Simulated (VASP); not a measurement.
Given:

```xyz
3
Lattice="0.0000 3.2820 3.2820 3.2820 0.0000 3.2820 3.2820 3.2820 0.0000" Properties=species:S:1:pos:R:3 pbc="T T T"
Na     1.6410     1.6410     1.6410
Na     4.9230     4.9230     4.9230
S      3.2820     3.2820     0.0000
```

All values below come from PBE GGA, VASP's PBE PAW potentials (set 64) (plane waves; VASP 6.6.1). Numerical set-up: 520 eV cut-off, Gaussian smearing of 0.050 eV, potentials Na_pv S.

Problem. Estimate the band gap (along the path) with the smallest direct gap where there is one.

Solution. 
```
Property                                Value
------------------------------------  -------
band gap (along the path)             2.45 eV
smallest direct gap (along the path)  2.45 eV
```

The absolute energy has meaning only against runs of the same code, potentials and settings.

The compound is Na2S in the antifluorite structure. It was relaxed first.
